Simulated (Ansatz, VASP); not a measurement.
One calculation of TaHPd, two programs

POSCAR

```
TaHPd
1.0
    3.0630530000      0.0000000000      0.0000000000
    0.0000000000      3.0630530000      0.0000000000
    0.0000000000      0.0000000000      7.7545650000
Pd Ta H
2 2 2
Direct
    0.0000000000      0.5000000000      0.9000000000
    0.5000000000      0.0000000000      0.1000000000
    0.0000000000      0.5000000000      0.3350000000
    0.5000000000      0.0000000000      0.6650000000
    0.0000000000      0.5000000000      0.6170000000
    0.5000000000      0.0000000000      0.3830000000
```

File INCAR.step1:

```
SYSTEM = TaHPd
PREC = Accurate
ENCUT = 520
ISMEAR = -5
SIGMA = 0.1
LREAL = .False.
LASPH = .True.
NELM = 100
NBANDS = 31
GGA = PE
ALGO = Normal
EDIFF = 1E-4
LWAVE = .True.
LCHARG = .False.
```

The input INCAR.step2:

```
SYSTEM = TaHPd
PREC = Accurate
ENCUT = 520
EDIFF = 1E-7
ISMEAR = -5
SIGMA = 0.1
LREAL = .False.
LASPH = .True.
NELM = 100
ALGO = Normal
ISIF = 2
LWAVE = .False.
LCHARG = .False.
METAGGA = R2SCAN
LMIXTAU = .True.
NBANDS = 31
ISTART = 1
```

File KPOINTS:

```
regular mesh
0
Gamma
  6 6 3
  0 0 0
```

Input for Ansatz:

```yaml
crystal:
  lattice:
    - [3.063053, 0.0, 0.0]
    - [0.0, 3.063053, 0.0]
    - [0.0, 0.0, 7.754565]
  atoms:
    - { symbol: Pd, position: [0.0, 0.5, 0.9] }
    - { symbol: Pd, position: [0.5, 0.0, 0.1] }
    - { symbol: Ta, position: [0.0, 0.5, 0.335] }
    - { symbol: Ta, position: [0.5, 0.0, 0.665] }
    - { symbol: H, position: [0.0, 0.5, 0.617] }
    - { symbol: H, position: [0.5, 0.0, 0.383] }
  symmetry: { tolerance: 0.0003 }
kpoints:
  mp_grid: { grid: [6, 6, 3], shift: [0, 0, 0] }
magnetization:
  spin_polarized: false
scf:
  occupations: { method: tetrahedron }
hamiltonian:
  pseudopotentials: { kind: paw }
  xc: r2scan
basis:
  ecutwfc: 500
output:
  forces: true
  stress: true
  eigenvalues: true
  write_density: true
  write_potential: true
  elf: true
  volumetric_format: npy
accuracy: high
```

The cell was built by a generator and needn't be a form met in nature.

Alike in both runs: task single point; functional r2SCAN; k mesh 6 × 6 × 3; occupations tetrahedron; no spin polarisation.

|  | VASP | Ansatz |
| --- | --- | --- |
| version | VASP 6.6.1 | Ansatz 0.2.0 |
| potentials or method | VASP PAW PBE potentials, release 64 (Pd, Ta_pv, H) | PAW plane waves |
| plane-wave cutoff (eV) | 520 | 500 |
| valence electrons in the cell | 44 | 64 |

VASP gave:

| Property | Result |
| --- | --- |
| gap on the k mesh at the Fermi level (eV) | none |
| pressure (GPa) | -10.0 |
| largest component of the traceless stress (GPa) | 2.42 |
| rms of the force components (eV/Å) | 0.552 |

Problem. Which values does Ansatz return?

Solution. gap on the k mesh at the Fermi level (eV): none; pressure (GPa): -10.6; largest component of the traceless stress (GPa): 2.47; rms of the force components (eV/Å): 0.551.

Atom by atom the forces differ by 0.002 eV/Å (rms over components). A gap of «none» marks a metal or a gap that the smearing closes. With one functional, cell and mesh, what is left measures potentials, basis and numerics. The two sets of potentials don't hold the same shells in valence. Ansatz warned: «band_table_not_solved_further».

Caveats: the PAW data sets were made with another functional, which shifts forces and pressure a little (VASP); tetrahedron occupations give inexact forces and stress in metals. Spin-orbit coupling is left out, which matters for the levels of Ta.
